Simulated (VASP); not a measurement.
# Fe2B: convergence with the number of MPI ranks and SCF solver, part 2 of 3

A convergence test on Fe2B: the number of MPI ranks and SCF solver. The series runs use r2SCAN. The start is a cell from a database of measured crystal structures.

VASP 6.6.1; r2SCAN, spin-polarised from a ferromagnetic start; plane waves and PAW (Fe, B).

Still holding for the runs below: The magnetic state follows from one typed start and may not be the lowest.

So far. Step 4 (Number of MPI ranks: 4 ranks): Against the first of the series the energy stays within 0.01 meV an atom and the pressure within 0.01 GPa, after 16 cycles in 51 s.

The database entry behind the starting cell differs from later determinations by our own check (0.1 to 0.3 % short, probably kX units), so it need not match the best structure at ambient conditions.

## Step 5: Number of MPI ranks: 8 ranks

Input file INCAR:

```
SYSTEM = Fe2B
PREC = Accurate
ENCUT = 420
EDIFF = 1E-06
NELM = 100
ISMEAR = -1
SIGMA = 0.05
LREAL = .FALSE.
ALGO = Normal
METAGGA = R2SCAN
LASPH = .TRUE.
NBANDS = 35
ISPIN = 2
MAGMOM = 3 3 3 3 0 0
LMAXMIX = 4
LORBIT = 11
LWAVE = .FALSE.
LCHARG = .FALSE.
KPAR = 8
ISIF = 2
```

Input file POSCAR:

```
Fe2B
1.0
   -2.5495000000      2.5495000000      2.1200000000
    2.5495000000     -2.5495000000      2.1200000000
    2.5495000000      2.5495000000     -2.1200000000
Fe B
4 2
Direct
    0.1670000000      0.6670000000      0.8340000000
    0.3330000000      0.1670000000      0.5000000000
    0.8330000000      0.3330000000      0.1660000000
    0.6670000000      0.8330000000      0.5000000000
    0.7500000000      0.7500000000      0.0000000000
    0.2500000000      0.2500000000      0.0000000000
```

Input file KPOINTS:

```
Automatic mesh
0
Gamma
7 7 7
0 0 0
```

Potentials, in the order of the species: Fe and B (PBE family, release 64).

Run with:

```console
mpirun -np 8 vasp_std
```

The log of the run:

```text
[banner, memory and clock lines left out]
running    8 mpi-ranks, on    1 nodes
[...]
|                                                                             |
|           W    W    AA    RRRRR   N    N  II  N    N   GGGG   !!!           |
|           W    W   A  A   R    R  NN   N  II  NN   N  G    G  !!!           |
|           W    W  A    A  R    R  N N  N  II  N N  N  G       !!!           |
|           W WW W  AAAAAA  RRRRR   N  N N  II  N  N N  G  GGG   !            |
|           WW  WW  A    A  R   R   N   NN  II  N   NN  G    G                |
|           W    W  A    A  R    R  N    N  II  N    N   GGGG   !!!           |
|                                                                             |
|     For optimal performance we recommend to set                             |
|       NCORE = 2 up to number-of-cores-per-socket                            |
|     NCORE specifies how many cores store one orbital (NPAR=cpu/NCORE).      |
|     This setting can greatly improve the performance of VASP for DFT.       |
[...]
[... a notice as in an earlier step ...]

 LDA part: xc-table for (None), standard interpolation
 POSCAR, INCAR and KPOINTS ok, starting setup
[...]
entering main loop
       N       E                     dE             d eps       ncg     rms          rms(c)
[... 5 cycles as in an earlier step ...]
DAV:   6    -0.765012159622E+02    0.82981E+01   -0.53764E+01  7099   0.112E+02    0.204E+01
DAV:   7    -0.734600305792E+02    0.30412E+01   -0.11608E+01  6612   0.515E+01    0.118E+01
DAV:   8    -0.736022289684E+02   -0.14220E+00   -0.69484E-01  6083   0.509E+00    0.536E+00
DAV:   9    -0.735625589498E+02    0.39670E-01   -0.12953E-01  6797   0.396E+00    0.198E+00
[... 1 cycle as in an earlier step ...]
DAV:  11    -0.735711860008E+02   -0.19817E-02   -0.49493E-03  8066   0.708E-01    0.174E-01
[... 1 cycle as in an earlier step ...]
DAV:  13    -0.735715295071E+02   -0.16450E-03   -0.18105E-04  8133   0.108E-01    0.408E-02
DAV:  14    -0.735715489881E+02   -0.19481E-04   -0.53790E-05  6412   0.595E-02    0.214E-02
DAV:  15    -0.735715501279E+02   -0.11399E-05   -0.10871E-05  6716   0.269E-02    0.890E-03
DAV:  16    -0.735715494680E+02    0.65997E-06   -0.24602E-06  4316   0.106E-02
   1 F= -.73571549E+02 E0= -.73560336E+02  d E =-.224261E-01  mag=     9.3512
```

Wall time 29 s (8 MPI ranks of Intel Xeon 6975P-C (Granite Rapids), shared host); peak memory 1.9 GiB.

From OUTCAR (step 5):

```text
  Total       -0.2654733     -0.2654733     -0.3255121      0.0000000      0.0000000      0.0000000
  in kB       -7.7165932     -7.7165932     -9.4617578      0.0000000      0.0000000      0.0000000
  external PRESSURE =      -8.2983147 kB  Pullay stress =       0.0000000 kB

 POSITION                                       TOTAL-FORCE (eV/Angst)
 -----------------------------------------------------------------------------------
      3.40103      0.85153      0.00000         0.019113      0.019113      0.000000
      0.85153      1.69797      0.00000         0.019113     -0.019113     -0.000000
     -0.85153      1.69797      2.12000        -0.019113     -0.019113     -0.000000
      1.69797      0.85153      2.12000        -0.019113      0.019113      0.000000
      0.00000      0.00000      3.18000         0.000000     -0.000000      0.000000
      0.00000      0.00000      1.06000         0.000000     -0.000000      0.000000
 -----------------------------------------------------------------------------------
    total drift:                               -0.000000     -0.000000      0.000000

[... 5 parts as in an earlier step ...]

[... 1 further part left out ...]
[key lines of the parts left out:]
E-fermi :   7.1709
```

Against the first of the series the energy stays within 0.01 meV an atom and the pressure within 0.01 GPa, after 16 cycles in 29 s.

## Step 6: The number of MPI ranks series as a table

This step: convergence of r2SCAN results with the layout; plane waves and PAW (VASP 6.6.1).

No new run; the numbers come from the runs before.

Differences are taken from the run with 1 ranks. Results of the series, by row:

| setting | status | energy less the reference (meV/atom) | pressure (GPa) | largest force difference (meV/Å) | moment (μB) | SCF cycles | wall time (s) |
| --- | --- | --- | --- | --- | --- | --- | --- |
| 1 ranks | converged | 0 | -0.8298 | 0 | 9.351 | 16 | 189 |
| 2 ranks | converged | 0 | -0.8298 | 0 | 9.351 | 16 | 99 |
| 4 ranks | converged | 0 | -0.8298 | 0 | 9.351 | 16 | 51 |
| 8 ranks | converged | 0 | -0.8298 | 0 | 9.351 | 16 | 29 |

## Step 7: SCF solver: ALGO = Normal

This step: r2SCAN, spin-polarised from a ferromagnetic start; plane waves and PAW (Fe, B) (VASP 6.6.1).

All solvers should reach one answer; they differ in cycles and robustness.

INCAR is that of step 5.

POSCAR is that of step 5.

KPOINTS is that of step 5.

Run with:

```console
mpirun -np 8 vasp_std
```

The log of the run:

```text
[banner, memory and clock lines left out]
running    8 mpi-ranks, on    1 nodes
 distrk:  each k-point on    1 cores,    8 groups
 distr:  one band on    1 cores,    1 groups

 POSCAR found type information on POSCAR FeB
 POSCAR found :  2 types and       6 ions
 [... a notice as in an earlier step ...]

 [... a notice as in an earlier step ...]

 LDA part: xc-table for (None), standard interpolation
 POSCAR, INCAR and KPOINTS ok, starting setup
 FFT: planning ... GRIDC
 FFT: planning ... GRID_SOFT
 FFT: planning ... GRID
 WAVECAR not read
 entering main loop
       N       E                     dE             d eps       ncg     rms          rms(c)
[... 16 cycles as in an earlier step ...]
   1 F= -.73571549E+02 E0= -.73560336E+02  d E =-.224261E-01  mag=     9.3512
```

It took 29 s on 8 MPI ranks; peak memory 1.9 GiB; 3.7 min of CPU time.

OUTCAR, selected parts (step 7):

```text
   NELECT =      38.0000    total number of electrons

 E-fermi :   7.1709

[... 28 parts as in an earlier step ...]

[... 1 further part left out ...]
```

The series starts at -12.2601 eV an atom and -0.83 GPa, after 16 cycles in 29 s.

## Step 8: SCF solver: ALGO = Fast

Changes to INCAR since step 7:

```diff
@@ -8,3 +8,3 @@
 LREAL = .FALSE.
-ALGO = Normal
+ALGO = Fast
 METAGGA = R2SCAN
```

POSCAR is that of step 7.

KPOINTS is that of step 7.

Run with:

```console
mpirun -np 8 vasp_std
```

The log of the run:

```text
[... set-up lines as in an earlier step ...]
 entering main loop
       N       E                     dE             d eps       ncg     rms          rms(c)
[... 5 cycles as in an earlier step ...]
RMM:   6    -0.765830075571E+02    0.82163E+01   -0.56161E+01  6276   0.695E+01    0.229E+01
RMM:   7    -0.734596225050E+02    0.31234E+01   -0.82427E+00  5794   0.287E+01    0.132E+01
RMM:   8    -0.735817479064E+02   -0.12213E+00   -0.57401E-01  6397   0.389E+00    0.468E+00
RMM:   9    -0.735669244191E+02    0.14823E-01   -0.13620E-01  6389   0.220E+00    0.188E+00
[...]
RMM:  15    -0.735715438525E+02    0.64164E-05   -0.31243E-05  6453   0.290E-02    0.131E-02
RMM:  16    -0.735715507765E+02   -0.69239E-05   -0.62634E-06  5862   0.175E-02    0.899E-03
RMM:  17    -0.735715509741E+02   -0.19765E-06   -0.20761E-06  4653   0.840E-03
   1 F= -.73571551E+02 E0= -.73560338E+02  d E =-.224264E-01  mag=     9.3511
```

Elapsed: 38 s, on 8 MPI ranks; peak memory 1.9 GiB; 4.9 min of CPU time.

OUTCAR, selected parts (step 8):

```text
  Total       -0.2589676     -0.2589676     -0.3182670      0.0000000      0.0000000      0.0000000
  in kB       -7.5274896     -7.5274896     -9.2511617      0.0000000      0.0000000      0.0000000
  external PRESSURE =      -8.1020470 kB  Pullay stress =       0.0000000 kB

 POSITION                                       TOTAL-FORCE (eV/Angst)
 -----------------------------------------------------------------------------------
      3.40103      0.85153      0.00000         0.018821      0.018821     -0.000000
      0.85153      1.69797      0.00000         0.018821     -0.018821     -0.000000
     -0.85153      1.69797      2.12000        -0.018821     -0.018821      0.000000
      1.69797      0.85153      2.12000        -0.018821      0.018821      0.000000
      0.00000      0.00000      3.18000         0.000000      0.000000     -0.000000
      0.00000      0.00000      1.06000         0.000000      0.000000     -0.000000
 -----------------------------------------------------------------------------------
    total drift:                               -0.000000     -0.000000      0.000000

  FREE ENERGIE OF THE ION-ELECTRON SYSTEM (eV)
  ---------------------------------------------------
  free  energy   TOTEN  =       -73.5715509741 eV

  energy  without entropy=      -73.5491246185  energy(sigma->0) =      -73.56033780

[... 3 parts as in an earlier step ...]

[... 1 further part left out ...]
[key lines of the parts left out:]
E-fermi :   7.1708
```

Against the first of the series the energy stays within 0.01 meV an atom; the pressure moves by +0.02 GPa, after 17 cycles in 38 s.

## Step 9: SCF solver: ALGO = VeryFast

Changes to INCAR since step 8:

```diff
@@ -8,3 +8,3 @@
 LREAL = .FALSE.
-ALGO = Fast
+ALGO = VeryFast
 METAGGA = R2SCAN
```

POSCAR is that of step 8.

KPOINTS is that of step 8.

Run with:

```console
mpirun -np 8 vasp_std
```

The log of the run:

```text
[... set-up lines as in an earlier step ...]
 entering main loop
       N       E                     dE             d eps       ncg     rms          rms(c)
RMM:   1     0.170588199192E+03    0.17059E+03   -0.11015E+04  2800   0.101E+03
RMM:   2    -0.487651329708E+02   -0.21935E+03   -0.20483E+03  2800   0.223E+02
RMM:   3    -0.734586004340E+02   -0.24693E+02   -0.19083E+02  2800   0.100E+02
RMM:   4    -0.827161564787E+02   -0.92576E+01   -0.37024E+01  2800   0.450E+01
[...]
RMM:  22    -0.735715465162E+02    0.15275E-05   -0.15034E-05  6413   0.244E-02    0.914E-03
RMM:  23    -0.735715502269E+02   -0.37107E-05   -0.43506E-06  5543   0.138E-02    0.885E-03
RMM:  24    -0.735715505333E+02   -0.30643E-06   -0.95309E-07  4192   0.789E-03
   1 F= -.73571551E+02 E0= -.73560337E+02  d E =-.224266E-01  mag=     9.3510
```

Wall time 52 s (8 MPI ranks); peak memory 1.9 GiB.

OUTCAR, selected parts (step 9):

```text
  Total       -0.2679016     -0.2679016     -0.3268882      0.0000000     -0.0000000      0.0000000
  in kB       -7.7871777     -7.7871777     -9.5017583      0.0000000     -0.0000000      0.0000000
  external PRESSURE =      -8.3587045 kB  Pullay stress =       0.0000000 kB

 POSITION                                       TOTAL-FORCE (eV/Angst)
 -----------------------------------------------------------------------------------
      3.40103      0.85153      0.00000         0.018828      0.018828     -0.000000
      0.85153      1.69797      0.00000         0.018828     -0.018828     -0.000000
     -0.85153      1.69797      2.12000        -0.018828     -0.018828      0.000000
      1.69797      0.85153      2.12000        -0.018828      0.018828      0.000000
      0.00000      0.00000      3.18000         0.000000     -0.000000      0.000000
      0.00000      0.00000      1.06000         0.000000      0.000000      0.000000
 -----------------------------------------------------------------------------------
    total drift:                               -0.000000     -0.000000      0.000000

  FREE ENERGIE OF THE ION-ELECTRON SYSTEM (eV)
  ---------------------------------------------------
  free  energy   TOTEN  =       -73.5715505333 eV

  energy  without entropy=      -73.5491238837  energy(sigma->0) =      -73.56033721

[... 3 parts as in an earlier step ...]

[... 1 further part left out ...]
[key lines of the parts left out:]
E-fermi :   7.1708
```

Against the first of the series the energy stays within 0.01 meV an atom; the pressure moves by -0.01 GPa, after 24 cycles in 52 s.

## Step 10: SCF solver: ALGO = All

Changes to INCAR since step 9:

```diff
@@ -8,3 +8,3 @@
 LREAL = .FALSE.
-ALGO = VeryFast
+ALGO = All
 METAGGA = R2SCAN
```

POSCAR is that of step 9.

KPOINTS is that of step 9.

Run with:

```console
mpirun -np 8 vasp_std
```

The log of the run:

```text
[... set-up lines as in an earlier step ...]
 entering main loop
       N       E                     dE             d eps       ncg     rms           ort
DAV:   1     0.234102194641E+03    0.23410E+03   -0.17138E+04  1400   0.141E+03
DAV:   2    -0.637921213174E+02   -0.29789E+03   -0.27362E+03  1400   0.293E+02
DAV:   3    -0.843335030153E+02   -0.20541E+02   -0.19072E+02  1400   0.981E+01
DAV:   4    -0.847938619247E+02   -0.46036E+00   -0.45658E+00  1400   0.152E+01
DAV:   5    -0.847993525480E+02   -0.54906E-02   -0.54877E-02  1400   0.141E+00
SDA:   6    -0.393002609037E+02    0.45499E+02   -0.54877E-02  1400   0.233E+03   0.000E+00
 gam= 0.000 g(H,U,f)=  0.129E+03 0.103E+03 0.842E+00 ort(H,U,f) = 0.000E+00 0.000E+00 0.000E+00
 gam= 0.000 trial= 0.400  step=  0.2487 mean=  0.4000
CGA:   7    -0.686805720060E+02   -0.29380E+02   -0.28956E+02  1400   0.125E+02  -0.504E+00
 gam= 0.054 g(H,U,f)=  0.684E+01 0.554E+01 0.926E-01 ort(H,U,f) =-0.245E+02 0.237E+02 0.265E+00
 gam= 0.054 trial= 0.385  step=  0.6395 mean=  0.3849
[...]
gam= 0.472 trial= 0.620  step=  1.0207 mean=  0.6199
CGA:  20    -0.735715365578E+02   -0.21896E-04   -0.23328E-04  1400   0.184E-04  -0.715E-05
 gam= 0.404 g(H,U,f)=  0.144E-04 0.137E-05 0.268E-05 ort(H,U,f) =-0.149E-04 0.326E-05 0.444E-05
 gam= 0.404 trial= 0.660  step=  1.3879 mean=  0.6600
CGA:  21    -0.735715456805E+02   -0.91227E-05   -0.10795E-04  1400   0.965E-05  -0.460E-05
 gam= 0.523 g(H,U,f)=  0.714E-05 0.241E-05 0.978E-07 ort(H,U,f) =-0.422E-05-0.106E-05 0.679E-06
 gam= 0.523 trial= 0.733  step=  0.5176 mean=  0.7328
CGA:  22    -0.735715475647E+02   -0.18842E-05   -0.18754E-05  1400   0.404E-05  -0.788E-07
 gam= 0.418 g(H,U,f)=  0.296E-05 0.105E-05 0.323E-07 ort(H,U,f) = 0.808E-07-0.321E-06 0.162E-06
 gam= 0.418 trial= 0.711  step=  0.8869 mean=  0.7113
CGA:  23    -0.735715492996E+02   -0.17349E-05   -0.17752E-05  1400   0.136E-05  -0.446E-06
 gam= 0.336 g(H,U,f)=  0.109E-05 0.207E-06 0.568E-07 ort(H,U,f) =-0.351E-06 0.830E-07-0.177E-06
 gam= 0.336 trial= 0.729  step=  0.7920 mean=  0.7288
SDA:  24    -0.735715497623E+02   -0.46272E-06   -0.47829E-06  1400   0.122E-05  -0.496E-06
 gam= 0.000 g(H,U,f)=  0.699E-06 0.420E-06 0.105E-06 ort(H,U,f) =-0.480E-06 0.597E-09-0.165E-07
 gam= 0.000 trial= 0.735  step=  0.3512 mean=  0.7351
 final diagonalization occupied
   1 F= -.73571550E+02 E0= -.73560335E+02  d E =-.224289E-01  mag=     9.3505
```

Run time: 53 s. Hardware: 8 MPI ranks; peak memory 2.5 GiB.

OUTCAR, selected parts (step 10):

```text
  Total       -0.2725046     -0.2725046     -0.3252709      0.0000000      0.0000000      0.0000000
  in kB       -7.9209743     -7.9209743     -9.4547468      0.0000000      0.0000000      0.0000000
  external PRESSURE =      -8.4322318 kB  Pullay stress =       0.0000000 kB

 POSITION                                       TOTAL-FORCE (eV/Angst)
 -----------------------------------------------------------------------------------
      3.40103      0.85153      0.00000         0.017458      0.017458     -0.000000
      0.85153      1.69797      0.00000         0.017458     -0.017458      0.000000
     -0.85153      1.69797      2.12000        -0.017458     -0.017458      0.000000
      1.69797      0.85153      2.12000        -0.017458      0.017458      0.000000
      0.00000      0.00000      3.18000        -0.000000      0.000000     -0.000000
      0.00000      0.00000      1.06000        -0.000000     -0.000000     -0.000000
 -----------------------------------------------------------------------------------
    total drift:                               -0.000000     -0.000000      0.000000

  FREE ENERGIE OF THE ION-ELECTRON SYSTEM (eV)
  ---------------------------------------------------
  free  energy   TOTEN  =       -73.5715497623 eV

  energy  without entropy=      -73.5491209092  energy(sigma->0) =      -73.56033534

 magnetization (x)
# of ion       s       p       d       tot
------------------------------------------
    1        0.004  -0.040   2.506   2.471
    2        0.004  -0.040   2.506   2.471
    3        0.004  -0.040   2.506   2.471
    4        0.004  -0.040   2.506   2.471
    5       -0.035  -0.141   0.000  -0.176
    6       -0.035  -0.141   0.000  -0.176
--------------------------------------------------
tot         -0.053  -0.441  10.024   9.530

[... 2 parts as in an earlier step ...]

[... 1 further part left out ...]
[key lines of the parts left out:]
E-fermi :   7.1705
```

Against the first of the series the energy stays within 0.01 meV an atom; the pressure moves by -0.01 GPa, after 24 cycles in 53 s.

## Step 11: SCF solver: ALGO = Damped

Changes to INCAR since step 10:

```diff
@@ -8,3 +8,3 @@
 LREAL = .FALSE.
-ALGO = All
+ALGO = Damped
 METAGGA = R2SCAN
```

POSCAR is that of step 10.

KPOINTS is that of step 10.

Run with:

```console
mpirun -np 8 vasp_std
```

The log of the run:

```text
[... set-up lines as in an earlier step ...]
 entering main loop
       N       E                     dE             d eps       ncg     rms           ort
DAV:   1     0.391250456512E+03    0.39125E+03   -0.15045E+04  1400   0.141E+03
DAV:   2     0.547283474717E+02   -0.33652E+03   -0.31075E+03  1400   0.355E+02
DAV:   3    -0.564221123053E+02   -0.11115E+03   -0.10063E+03  1400   0.176E+02
DAV:   4    -0.813351453125E+02   -0.24913E+02   -0.23123E+02  1400   0.932E+01
[...]
DMP:  34    -0.735715452461E+02   -0.15397E-05   -0.11252E-05  1400   0.156E-05   0.328E-05
DMP:  35    -0.735715463993E+02   -0.11532E-05   -0.82650E-06  1400   0.115E-05   0.241E-05
DMP:  36    -0.735715472599E+02   -0.86054E-06   -0.60740E-06  1400   0.842E-06   0.177E-05
 final diagonalization occupied
   1 F= -.73571547E+02 E0= -.73560334E+02  d E =-.224258E-01  mag=     9.3515
```

Wall time 57 s (8 MPI ranks); peak memory 2.5 GiB; 7.5 min of CPU time.

Parts of OUTCAR (step 11):

```text
  Total       -0.2669085     -0.2669085     -0.3320268      0.0000000      0.0000000      0.0000000
  in kB       -7.7583082     -7.7583082     -9.6511234      0.0000000      0.0000000      0.0000000
  external PRESSURE =      -8.3892466 kB  Pullay stress =       0.0000000 kB

 POSITION                                       TOTAL-FORCE (eV/Angst)
 -----------------------------------------------------------------------------------
      3.40103      0.85153      0.00000         0.019689      0.019689      0.000000
      0.85153      1.69797      0.00000         0.019689     -0.019689     -0.000000
     -0.85153      1.69797      2.12000        -0.019689     -0.019689     -0.000000
      1.69797      0.85153      2.12000        -0.019689      0.019689     -0.000000
      0.00000      0.00000      3.18000         0.000000      0.000000     -0.000000
      0.00000      0.00000      1.06000         0.000000      0.000000     -0.000000
 -----------------------------------------------------------------------------------
    total drift:                               -0.000000     -0.000000      0.000000

  FREE ENERGIE OF THE ION-ELECTRON SYSTEM (eV)
  ---------------------------------------------------
  free  energy   TOTEN  =       -73.5715472599 eV

  energy  without entropy=      -73.5491214754  energy(sigma->0) =      -73.56033437

[... 3 parts as in an earlier step ...]

[... 1 further part left out ...]
[key lines of the parts left out:]
E-fermi :   7.1709
```

Against the first of the series the energy stays within 0.01 meV an atom; the pressure moves by -0.01 GPa, after 36 cycles in 57 s.

(Part 2 of 3 ends here.)

[Lines on the potential files, build, host, timing and source positions are cut from VASP's logs without a mark.]

[Logs are printed without paths, hosts, clocks, repeated set-up lines and the standing remarks that a program may print on its own settings, such as how far it seeks lower states.]

[Hosts, paths, dates, database ids (printed as entryN), source tags and the programs' standing remarks are cut or masked in the printed files.]

[A measured line is paired with the nearest computed mode of its activity, which favours agreement.]
